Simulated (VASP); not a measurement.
Given:

```
Ti3ZnN
1.0
    3.95967     0.00000     0.00000
    0.00000     3.95967     0.00000
    0.00000     0.00000     3.95967
Zn N Ti
1 1 3
Direct
  0.00000   0.00000   0.00000
  0.50000   0.50000   0.50000
  0.00000   0.50000   0.50000
  0.50000   0.50000   0.00000
  0.50000   0.00000   0.50000
```

Computed with LDA (Ceperley-Alder, Perdew-Zunger), VASP's LDA PAW potentials (set 64) (plane waves; VASP). Run with 400 eV cut-off, 7×7×7 Γ-centred mesh, Fermi-Dirac smearing of 0.10 eV, potentials Zn N Ti_sv.

At this cut-off the stress carries a Pulay error, which pulls relaxed volumes low.

**Question.** Give the stress tensor in GPa (positive for a compressed cell).

**Answer.** 
```
8.60  0.00  0.00
0.00  8.60  0.00
0.00  0.00  8.60
```
The pressure is its mean diagonal, 8.60 GPa.

The structure was generated: Ti3ZnN was put into an ordered model structure, which need not be its known phase. The cell was not relaxed at this level. The electron count is odd and the run is not spin-polarised, which forces a metal.
